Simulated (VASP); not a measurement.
OSZICAR of a VASP run on GaP (zinc blende):

### OSZICAR
```
       N       E                     dE             d eps       ncg     rms          rms(c)
DAV:   1     0.833069792304E+02    0.83307E+02   -0.94433E+03   762   0.199E+03
DAV:   2    -0.263063309438E+01   -0.85938E+02   -0.83243E+02   824   0.345E+02
DAV:   3    -0.924122168660E+01   -0.66106E+01   -0.65800E+01   939   0.774E+01
DAV:   4    -0.938371146261E+01   -0.14249E+00   -0.14240E+00   949   0.126E+01
DAV:   5    -0.938636220703E+01   -0.26507E-02   -0.26507E-02   971   0.141E+00    0.411E+00
DAV:   6    -0.914915612909E+01    0.23721E+00   -0.46671E-01  1144   0.124E+01    0.270E+00
DAV:   7    -0.912491373802E+01    0.24242E-01   -0.10863E-01   960   0.241E+00    0.110E+00
DAV:   8    -0.912506634357E+01   -0.15261E-03   -0.14114E-02   884   0.177E+00    0.149E-01
DAV:   9    -0.912544417268E+01   -0.37783E-03   -0.15880E-03   976   0.698E-01    0.913E-02
DAV:  10    -0.912551181974E+01   -0.67647E-04   -0.12927E-04  1070   0.121E-01    0.448E-02
DAV:  11    -0.912558756251E+01   -0.75743E-04   -0.11556E-04   824   0.113E-01    0.660E-03
DAV:  12    -0.912558677934E+01    0.78317E-06   -0.46187E-06   934   0.355E-02
   1 F= -.91255868E+01 E0= -.91255868E+01  d E =-.119504E-15
```

Task: Which electronic solver shows in the log?

Result: It is blocked Davidson (ALGO = Normal, or the opening steps of other solvers). The INCAR had ALGO = Normal.

Task: Can the final energy be trusted as converged?

Result: The calculation finished and met its thresholds. It stopped with EDIFF = 1E-6, NELM = 100 (PBE GGA, plane waves, VASP's PBE PAW potentials (set 64)).

The compound is GaP in the zinc blende structure. It was relaxed first.
